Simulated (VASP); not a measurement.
# ZrAl3B3N (P-6m2) in VASP: density of states with PBE

Aim: the density of states of ZrAl3B3N with PBE.

All numbers are computed with VASP 6.6.1; they aren't measurements. Logs are shortened: lines on timing, memory, paths and dates and some standing lists are left out, and cuts for length are marked.

**1. The crystal as given**

It takes space group P-6m2 (No. 187, hexagonal). Conventional cell: a = 3.669 Å, b = 3.669 Å, c = 8.928 Å, α = 90.00°, β = 90.00°, γ = 120.00°. Zr (site symmetry -6m2) has 3 N at 2.12 Å as nearest neighbours. Around Al (site symmetry -6m2) lie 3 B at 2.12 Å. Al (site symmetry 3m) has 6 B at 2.43 to 2.77 Å and 1 Zr at 2.68 Å and 3 Al at 2.77 Å as nearest neighbours. B (site symmetry 3m) has 1 N at 1.48 Å as nearest neighbours. Around B (site symmetry -6m2) lie 3 Al at 2.12 Å. N (site symmetry -6m2) is surrounded by 2 B at 1.48 Å.

The cell was built by a generator and needn't be a form met in nature.

**2. Density of states, PBE**

POSCAR reads:

```
ZrAl3B3N                                
1.0
    3.6691281877      0.0000000000      0.0000000000
   -1.8345640939      3.1775582147      0.0000000000
    0.0000000000      0.0000000000      8.9277723983
  Zr              Al              B               N             
     1     3     3     1
Direct
     0.0000000000000000    0.0000000000000000    0.5000000000000000
     0.6666666699999979    0.3333333300000021    0.0000000000000000
     0.0000000000000000    0.0000000000000000    0.8002523868877489
     0.0000000000000000    0.0000000000000000    0.1997476131122511
     0.6666666699999979    0.3333333300000021    0.3339966364513884
     0.6666666699999979    0.3333333300000021    0.6660033635486116
     0.3333333300000021    0.6666666699999979    0.0000000000000000
     0.6666666699999979    0.3333333300000021    0.5000000000000000
```

INCAR.step1 reads:

```
ALGO = Normal
EDIFF = 1E-6
ENCUT = 520
GGA = PE
ISIF = 2
ISMEAR = 0
KPAR = 4
LASPH = True
LCHARG = True
LMAXMIX = 4
LREAL = False
LWAVE = False
NELM = 80
PREC = Accurate
SIGMA = 0.1
```

KPOINTS.step1 reads:

```
k-points
0
Gamma
  10 10 4
```

INCAR.step2 reads:

```
ALGO = Normal
EDIFF = 1E-6
ENCUT = 520
GGA = PE
ICHARG = 11
ISIF = 2
ISMEAR = -5
KPAR = 4
LASPH = True
LCHARG = False
LMAXMIX = 4
LORBIT = 10
LREAL = False
LWAVE = False
NEDOS = 2001
NELM = 80
PREC = Accurate
SIGMA = 0.1
```

KPOINTS.step2 reads:

```
k-points
0
Gamma
  15 15 6
```

Potentials or basis: VASP PAW PBE potentials, release 64 (Zr_sv, Al, B, N).

Command:

```bash
> cat potpaw_PBE.64/Zr_sv/POTCAR potpaw_PBE.64/Al/POTCAR potpaw_PBE.64/B/POTCAR potpaw_PBE.64/N/POTCAR > POTCAR
> cp INCAR.step1 INCAR
> cp KPOINTS.step1 KPOINTS
> mpirun -np 4 vasp_std > vasp.out
> cp INCAR.step2 INCAR
> cp KPOINTS.step2 KPOINTS
> mpirun -np 4 vasp_std > vasp.out
```

OUTCAR:

```text
EDIFF = 1E-6
   ENCUT = 520
   GGA = PE
   ICHARG = 11
   ISIF = 2
   ISMEAR = -5
   LASPH = True
   LORBIT = 10
   LREAL = False
   NELM = 80
   PREC = Accurate

 ion  position               nearest neighbor table
   1  0.000  0.000  0.500-   8 2.12   8 2.12   8 2.12   5 2.59   6 2.59   6 2.59   5 2.59   6 2.59
                             5 2.59   3 2.68   4 2.68
   2  0.667  0.333  0.000-   7 2.12   7 2.12   7 2.12   3 2.77   4 2.77   3 2.77   4 2.77   3 2.77
                             4 2.77
   3  0.000  0.000  0.800-   6 2.43   6 2.43   6 2.43   1 2.68   2 2.77   2 2.77   2 2.77
   4  0.000  0.000  0.200-   5 2.43   5 2.43   5 2.43   1 2.68   2 2.77   2 2.77   2 2.77
   5  0.667  0.333  0.334-   8 1.48   4 2.43   4 2.43   4 2.43   1 2.59   1 2.59   1 2.59
   6  0.667  0.333  0.666-   8 1.48   3 2.43   3 2.43   3 2.43   1 2.59   1 2.59   1 2.59
   7  0.333  0.667  0.000-   2 2.12   2 2.12   2 2.12
   8  0.667  0.333  0.500-   5 1.48   6 1.48   1 2.12   1 2.12   1 2.12

  LATTYP: Found a hexagonal cell.
 ALAT       =     3.6691281877
 C/A-ratio  =     2.4332135433

  Lattice vectors:

 A1 = (   3.6691281877,   0.0000000000,   0.0000000000)
 A2 = (  -1.8345640939,   3.1775582147,   0.0000000000)
 A3 = (   0.0000000000,   0.0000000000,   8.9277723983)

Analysis of symmetry for initial positions (statically):
=====================================================================
 Subroutine PRICEL returns:
 Original cell was already a primitive cell.

 Routine SETGRP: Setting up the symmetry group for a
 hexagonal supercell.

 Subroutine GETGRP returns: Found 12 space group operations
 (whereof 12 operations were pure point group operations)
 out of a pool of 24 trial point group operations.

The static configuration has the point symmetry D_3h.

Analysis of symmetry for dynamics (positions and initial velocities):
=====================================================================
 Subroutine PRICEL returns:
 Original cell was already a primitive cell.

 Routine SETGRP: Setting up the symmetry group for a
 hexagonal supercell.

 Subroutine GETGRP returns: Found 12 space group operations
 (whereof 12 operations were pure point group operations)
 out of a pool of 24 trial point group operations.

The dynamic configuration has the point symmetry D_3h.

 Subroutine INISYM returns: Found 12 space group operations
 (whereof 12 operations are pure point group operations),
 and found     1 'primitive' translations

----------------------------------------------------------------------------------------

                                     Primitive cell

  volume of cell :     104.0877

  direct lattice vectors                    reciprocal lattice vectors
     3.669128188  0.000000000  0.000000000     0.272544307  0.157353529  0.000000000
    -1.834564094  3.177558215  0.000000000     0.000000000  0.314707059  0.000000000
     0.000000000  0.000000000  8.927772398     0.000000000  0.000000000  0.112010024

  length of vectors
     3.669128188  3.669128183  8.927772398     0.314707058  0.314707059  0.112010024

  position of ions in fractional coordinates (direct lattice)
     0.000000000  0.000000000  0.500000000
     0.666666670  0.333333330  0.000000000
     0.000000000  0.000000000  0.800252387
     0.000000000  0.000000000  0.199747613
     0.666666670  0.333333330  0.333996636
     0.666666670  0.333333330  0.666003364
     0.333333330  0.666666670  0.000000000
     0.666666670  0.333333330  0.500000000

  ion indices of the primitive-cell ions
   primitive index   ion index
                 1           1
                 2           2
                 3           3
                 4           4
                 5           5
                 6           6
                 7           7
                 8           8

----------------------------------------------------------------------------------------

 KPOINTS: k-points

Automatic generation of k-mesh.
 Grid dimensions read from file:
 generate k-points for:   15   15    6

 Generating k-lattice:

  Cartesian coordinates                     Fractional coordinates (reciprocal lattice)
     0.018169620  0.010490235  0.000000000     0.066666667  0.000000000  0.000000000
     0.000000000  0.020980471  0.000000000     0.000000000  0.066666667  0.000000000
     0.000000000  0.000000000  0.018668337     0.000000000  0.000000000  0.166666667

  Length of vectors
     0.020980471  0.020980471  0.018668337

  Shift w.r.t. Gamma in fractional coordinates (k-lattice)
     0.000000000  0.000000000  0.000000000

 TETIRR: Found   1374 inequivalent tetrahedra from     8100

 Subroutine IBZKPT returns following result:
 ===========================================

 Found    108 irreducible k-points:

 Following reciprocal coordinates:
            Coordinates               Weight
  0.000000  0.000000  0.000000      1.000000
  0.066667  0.000000  0.000000      6.000000
  0.133333  0.000000  0.000000      6.000000
  0.200000  0.000000  0.000000      6.000000
  0.266667  0.000000  0.000000      6.000000
  0.333333  0.000000  0.000000      6.000000
[... 16 lines left out ...]
  0.333333  0.200000  0.000000     12.000000
  0.400000  0.200000  0.000000      6.000000
 [... further k-points ...]
   k-points           NKPTS =    108   k-points in BZ     NKDIM =    108   number of bands    NBANDS=     22
   number of dos      NEDOS =   2001   number of ions     NIONS =      8
   total plane-waves  NPLWV =  54880
   dimension x,y,z NGX =    28 NGY =   28 NGZ =   70
   dimension x,y,z NGXF=    56 NGYF=   56 NGZF=  140
   ions per type =               1   3   3   1
   NGX,Y,Z   is equivalent  to a cutoff of  12.69, 12.69, 13.03 a.u.
   NGXF,Y,Z  is equivalent  to a cutoff of  25.37, 25.37, 26.07 a.u.
 SYSTEM =  unknown system
   PREC   = accura    normal or accurate (medium, high low for compatibility)
   ISTART =      0    job   : 0-new  1-cont  2-samecut
   ICHARG =     11    charge: 1-file 2-atom 10-const
   ISPIN  =      1    spin polarized calculation?
   LNONCOLLINEAR =      F non collinear calculations
   LSORBIT =      F    spin-orbit coupling
   LASPH  =      T    aspherical Exc in radial PAW
   ENCUT  =  520.0 eV  38.22 Ry    6.18 a.u.   6.82  6.82 16.60*2*pi/ulx,y,z
   NELM   =     80;   NELMIN=  2; NELMDL=  0     # of ELM steps
   EDIFF  = 0.1E-05   stopping-criterion for ELM
   LREAL  =      F    real-space projection
   EDIFFG = 0.1E-04   stopping-criterion for IOM
   NSW    =      0    number of steps for IOM
   IBRION =     -1    ionic relax: 0-MD 1-quasi-New 2-CG
   NFREE  =      0    steps in history (QN), initial steepest desc. (CG)
   ISIF   =      2    stress and relaxation
   ISYM   =      2    0-nonsym 1-usesym 2-fastsym
   POTIM  = 0.5000    time-step for ionic-motion
   TEBEG  =    0.0;   TEEND  =   0.0 temperature during run
   PSTRESS=    0.0 pullay stress
   NELECT =      35.0000    total number of electrons
   NUPDOWN=      -1.0000    fix difference up-down
   EMIN   =  10.00;   EMAX   =-10.00  energy-range for DOS
   EFERMI =   0.00;   METHOD = LEGACY
   ISMEAR =    -5;   SIGMA  =   0.10  broadening in eV -4-tet -1-fermi 0-gaus
   EFERMI_NEDOS =   21; number of points for ismear=-14 and -15
   IALGO  =     38    algorithm
   IMIX   =      4    mixing-type and parameters
     AMIX     =   0.40;   BMIX     =  1.00
     AMIX_MAG =   1.60;   BMIX_MAG =  1.00
  volume/ion in A,a.u.               =      13.01        87.80
  Fermi-wavevector in a.u.,A,eV,Ry     =   1.138407  2.151278 17.632759  1.295971
  Thomas-Fermi vector in A             =   2.275112
   LORBIT       =     10    0 simple, 1 ext, 2 COOP (PROOUT), +10 PAW based schemes
   GGA     = PE    functional components
   LHFCALC =     F    Hartree Fock is set to
   AEXX    =    0.0000 exact exchange contribution
   IVDW    =     0    specifies the selected vdW correction
   LEPSILON=     F    determine dielectric tensor
   LRPA    =     F    only Hartree local field effects (RPA)
 non-spin polarized calculation
 Fermi weights with tetrahedron method with Bloechl corrections
  energy-cutoff  :      520.00
  volume of cell :      104.09
 maximum number of plane-waves:      2841
 NGX is ok and might be reduce to    28

 number of electron      35.0000000 magnetization

 Free energy of the ion-electron system (eV)
  ---------------------------------------------------
  ext. energy  EPLUGINS =         0.00000000
  ---------------------------------------------------
  free energy    TOTEN  =       -48.11284427 eV

  energy without entropy =      -48.11284427  energy(sigma->0) =      -48.11284427

 E-fermi :   7.7751     XC(G=0): -10.6623

 val. band max:        7.7669447456   @ k =   0.0667   0.0667   0.0000
 cond. band min:       7.7034987978   @ k =   0.4667   0.0667   0.3333
 fundamental gap:     -0.0634459478
 Fermi energy:         7.7751051188

 k-point     1 :       0.0000    0.0000    0.0000
  band No.  band energies     occupation
      1     -41.3812      2.00000
      2     -19.6028      2.00000
      3     -19.6028      2.00000
      4     -19.4622      2.00000
      5     -10.9624      2.00000
      6      -3.7577      2.00000
[... 14 lines left out ...]
     21      10.7484      0.00000
     22      10.7496      0.00000
[... 552 lines left out ...]
  band No.  band energies     occupation
      1     -41.3497      2.00000
      2     -20.1483      2.00000
      3     -19.7823      2.00000
      4     -19.3963      2.00000
      5      -9.8995      2.00000
      6      -3.2685      2.00000
[... 14 lines left out ...]
     21       9.1426      0.00000
     22      10.5899      0.00000

 [... further k-points ...]

------------------------ aborting loop because EDIFF is reached ----------------------------------------

  FORCE on cell =-STRESS in cart. coord.  units (eV):
  Direction    XX          YY          ZZ          XY          YZ          ZX
  --------------------------------------------------------------------------------------
  -------------------------------------------------------------------------------------
  Total        0.0062186      0.0062186     -0.1851254     -0.0000000      0.0000000      0.0000000
  in kB        0.0957208      0.0957208     -2.8495550     -0.0000000      0.0000000      0.0000000
  external PRESSURE =      -0.8860378 kB  Pullay stress =       0.0000000 kB

 VOLUME and BASIS-vectors are now :
 -----------------------------------------------------------------------------
  energy-cutoff  :      520.00
  volume of cell :      104.09
      direct lattice vectors                 reciprocal lattice vectors
     3.669128188  0.000000000  0.000000000     0.272544307  0.157353529  0.000000000
    -1.834564094  3.177558215  0.000000000     0.000000000  0.314707059  0.000000000
     0.000000000  0.000000000  8.927772398     0.000000000  0.000000000  0.112010024

 POSITION                                       TOTAL-FORCE (eV/Angst)
 -----------------------------------------------------------------------------------
      0.00000      0.00000      4.46389        -0.000000      0.000000      0.000000
      1.83456      1.05919      0.00000        -0.000000      0.000000      0.000000
      0.00000      0.00000      7.14447        -0.000000      0.000000     -0.004732
      0.00000      0.00000      1.78330        -0.000000      0.000000      0.004732
      1.83456      1.05919      2.98185        -0.000000      0.000000     -0.015937
      1.83456      1.05919      5.94593        -0.000000      0.000000      0.015937
     -0.00000      2.11837      0.00000        -0.000000      0.000000      0.000000
      1.83456      1.05919      4.46389         0.000000     -0.000000      0.000000
 -----------------------------------------------------------------------------------
    total drift:                               -0.000428      0.000247     -0.000000

  FREE ENERGIE OF THE ION-ELECTRON SYSTEM (eV)
  ---------------------------------------------------
  free  energy   TOTEN  =       -48.1128442673 eV

  energy  without entropy=      -48.1128442673  energy(sigma->0) =      -48.11284427

 total charge

# of ion       s       p       d       tot
------------------------------------------
    1        2.169   6.016   1.911  10.095
    2        0.407   0.427   0.000   0.835
    3        0.404   0.327   0.000   0.731
    4        0.404   0.327   0.000   0.731
    5        0.682   1.124   0.000   1.806
    6        0.682   1.124   0.000   1.806
    7        0.675   1.082   0.000   1.757
    8        1.245   2.701   0.000   3.946
--------------------------------------------------
tot          6.667  13.128   1.911  21.706
```

Wall time 1.9 min (4 MPI ranks of Intel Xeon Platinum 8259CL at 2.50GHz (Skylake/Cascade Lake), shared host); peak memory 0.4 GiB.

What came out:

```
Valence electrons inside the program's atomic spheres : Zr 10.10; Al 0.83, 0.73; B 1.81, 1.76; N 3.95
```

States per cell in windows of 1 eV (zero at the Fermi level; states under -8 eV left out):
| from (eV) | total | Zr1_d | N8_p | B7_p | B5_p | B6_p | Al2_p |
| --- | --- | --- | --- | --- | --- | --- | --- |
| -8.0 | 2.91 | 0.20 | 0.64 | 0.04 | 0.10 | 0.10 | 0.03 |
| -7.0 | 3.06 | 0.22 | 0.60 | 0.05 | 0.10 | 0.10 | 0.04 |
| -6.0 | 2.17 | 0.08 | 0.37 | 0.05 | 0.09 | 0.09 | 0.04 |
| -5.0 | 2.27 | 0.13 | 0.08 | 0.12 | 0.09 | 0.09 | 0.04 |
| -4.0 | 2.56 | 0.19 | 0.06 | 0.16 | 0.12 | 0.12 | 0.07 |
| -3.0 | 3.43 | 0.35 | 0.07 | 0.28 | 0.20 | 0.20 | 0.09 |
| -2.0 | 2.77 | 0.34 | 0.05 | 0.28 | 0.17 | 0.17 | 0.05 |
| -1.0 | 1.38 | 0.25 | 0.08 | 0.06 | 0.05 | 0.05 | 0.02 |
| 0.0 | 2.52 | 0.35 | 0.09 | 0.05 | 0.10 | 0.10 | 0.04 |
| 1.0 | 3.58 | 0.68 | 0.12 | 0.13 | 0.12 | 0.12 | 0.08 |
| 2.0 | 2.79 | 0.59 | 0.07 | 0.14 | 0.06 | 0.06 | 0.06 |
| 3.0 | 0.13 | 0.03 | 0.00 | 0.01 | 0.00 | 0.00 | 0.00 |
| 4.0 | 0.00 | 0.00 | 0.00 | 0.00 | 0.00 | 0.00 | 0.00 |
| 5.0 | 0.00 | 0.00 | 0.00 | 0.00 | 0.00 | 0.00 | 0.00 |

Caveat: tetrahedron occupations give inexact forces and stress in metals.
